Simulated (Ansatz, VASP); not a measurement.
## Two plane-wave programs on HfZrS3

```xyz
5
Lattice="3.3987 0.0000 0.0000 0.0000 3.3987 0.0000 0.0000 0.0000 9.4978" Properties=species:S:1:pos:R:3 pbc="T T T"
Zr    1.6993    1.6993    0.0000
Hf    1.6993    1.6993    4.7489
S     0.0000    0.0000    8.0650
S     0.0000    0.0000    1.4328
S     0.0000    0.0000    4.7489
```

Alike in both runs: task relaxation of cell and atoms; functional PBE; k mesh 12 × 12 × 4; occupations gaussian, width 0.1 eV; no spin polarisation.

|  | VASP | Ansatz |
| --- | --- | --- |
| version | VASP 6.6.1 | Ansatz 0.2.0 |
| potentials or method | VASP PAW PBE potentials, release 64 (Zr_sv, Hf_pv, S) | scalar-relativistic, plane waves, PAW |
| plane-wave cutoff (eV) | 600 | 420 |
| valence electrons in the cell | 40 | 56 |

|  | VASP | Ansatz | Ansatz less VASP |
| --- | --- | --- | --- |
| gap on the k mesh at the Fermi level, each at its own relaxed structure (eV) | none | none | - |
| relaxed volume (Å³/atom) | 21.86 | 21.93 | +0.075 |
| relaxed cell length with the largest relative difference (Å) | 9.505 | 9.524 | +0.0198 |

A gap of «none» marks a metal or a gap that the smearing closes. The two sets of potentials don't hold the same shells in valence.

Caveats: this functional lacks dispersion, which binds the layers, so the pressure and a relaxed spacing across them are unreliable. The runs have no spin-orbit coupling, so splittings on Hf are missing.
